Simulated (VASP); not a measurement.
Output of a VASP run:

OSZICAR:
```
       N       E                     dE             d eps       ncg     rms          rms(c)
DAV:   1     0.246637643653E+03    0.24664E+03   -0.12790E+04   512   0.224E+03
DAV:   2     0.718171271771E+01   -0.23946E+03   -0.22966E+03   776   0.330E+02
DAV:   3    -0.303726823731E+02   -0.37554E+02   -0.32570E+02   704   0.153E+02
DAV:   4    -0.317259516055E+02   -0.13533E+01   -0.13531E+01   792   0.301E+01
DAV:   5    -0.317920268339E+02   -0.66075E-01   -0.66063E-01   904   0.591E+00    0.312E+01
DAV:   6    -0.293547730374E+02    0.24373E+01   -0.91457E+01   752   0.598E+01    0.247E+01
DAV:   7    -0.281981895697E+02    0.11566E+01   -0.17148E+02   760   0.128E+02    0.220E+01
DAV:   8    -0.274320919844E+02    0.76610E+00   -0.32932E+00   616   0.202E+01    0.142E+01
DAV:   9    -0.262555704593E+02    0.11765E+01   -0.69707E+00   760   0.221E+01    0.165E+00
DAV:  10    -0.262417836072E+02    0.13787E-01   -0.24074E-01   896   0.395E+00    0.118E+00
DAV:  11    -0.262311290528E+02    0.10655E-01   -0.33163E-02   744   0.180E+00    0.126E+00
DAV:  12    -0.262179902959E+02    0.13139E-01   -0.89725E-02   528   0.194E+00    0.814E-01
DAV:  13    -0.262185975154E+02   -0.60722E-03   -0.93144E-02   888   0.314E+00    0.797E-01
DAV:  14    -0.262166410148E+02    0.19565E-02   -0.94996E-03   688   0.966E-01    0.427E-01
DAV:  15    -0.262162212707E+02    0.41974E-03   -0.53622E-03   736   0.658E-01    0.675E-02
DAV:  16    -0.262162230454E+02   -0.17746E-05   -0.48309E-04   832   0.184E-01    0.829E-02
DAV:  17    -0.262162045931E+02    0.18452E-04   -0.75919E-05   728   0.889E-02    0.312E-02
DAV:  18    -0.262162009713E+02    0.36218E-05   -0.43516E-05   864   0.576E-02    0.757E-03
DAV:  19    -0.262162001381E+02    0.83315E-06   -0.22519E-06   744   0.136E-02    0.298E-03
DAV:  20    -0.262162001042E+02    0.33964E-07   -0.73366E-08   408   0.246E-03
   1 F= -.24977935E+02 E0= -.24977935E+02  d E =-.249779E+02
```

File OUTCAR:
```
------------------------ aborting loop because EDIFF is reached ----------------------------------------
  FORCE on cell =-STRESS in cart. coord.  units (eV):
  Direction    XX          YY          ZZ          XY          YZ          ZX
  --------------------------------------------------------------------------------------
  Total        1.2317421      1.2317421      1.2317421      0.0000000      0.0000000      0.0000000
  in kB       49.7365982     49.7365982     49.7365982      0.0000000      0.0000000      0.0000000
  external PRESSURE =      -0.2634018 kB  Pullay stress =      50.0000000 kB
  volume of cell :       39.68
      direct lattice vectors                 reciprocal lattice vectors
     0.000000000  2.707123714  2.707123714    -0.184697876  0.184697876  0.184697876
     2.707123714  0.000000000  2.707123714     0.184697876 -0.184697876  0.184697876
     2.707123714  2.707123714  0.000000000     0.184697876  0.184697876 -0.184697876
 POSITION                                       TOTAL-FORCE (eV/Angst)
 -----------------------------------------------------------------------------------
      0.00000      0.00000      0.00000         0.000000     -0.000000      0.000000
      1.35356      1.35356      1.35356        -0.000000     -0.000000     -0.000000
      4.06069      4.06069      4.06069         0.000000      0.000000      0.000000
 -----------------------------------------------------------------------------------
    total drift:                                0.000000     -0.000000      0.000000
  FREE ENERGIE OF THE ION-ELECTRON SYSTEM (eV)
  ---------------------------------------------------
  free  energy   TOTEN  =       -26.2162001042 eV

  energy  without entropy=      -26.2162001042  energy(sigma->0) =      -26.21620010
  enthalpy is  TOTEN    =       -24.9779347349 eV   P V=        1.2382653692

 reached required accuracy - stopping structural energy minimisation
```
(Selected blocks of OUTCAR.)

File POSCAR:
```
CeO2
1
    0.0000000000     2.7071237136     2.7071237136
    2.7071237136     0.0000000000     2.7071237136
    2.7071237136     2.7071237136    -0.0000000000
Ce O
1 2
Direct
  0.0000000000   0.0000000000   0.0000000000
  0.2500000000   0.2500000000   0.2500000000
  0.7500000000   0.7500000000   0.7500000000
```

Problem. Write an INCAR and KPOINTS that could have produced this output.

Solution. Several could match; the one computed here: the input of the run itself, PBE GGA, plane waves, VASP's PBE PAW potentials (set 64).

**INCAR**
```
SYSTEM = CeO2
PREC = Accurate; ENCUT = 600; LREAL = .False.
LASPH = .True.
EDIFF = 1E-7; NELM = 100; ALGO = Normal
LMAXMIX = 6
ISMEAR = 0; SIGMA = 0.05
GGA = PE
IBRION = 2; NSW = 40; ISIF = 3
EDIFFG = -0.01; PSTRESS = 50
LWAVE = .False.; LCHARG = .False.
```

### KPOINTS
```
Automatic mesh
0
Gamma
6 6 6
0 0 0
```

POTCAR, in this order: Ce O (PBE.64 set). Program: vasp_std.

The compound is CeO2 in the fluorite structure. It was relaxed first under an external pressure of 5 GPa. The run is not spin-polarised, so no magnetic state was tried.
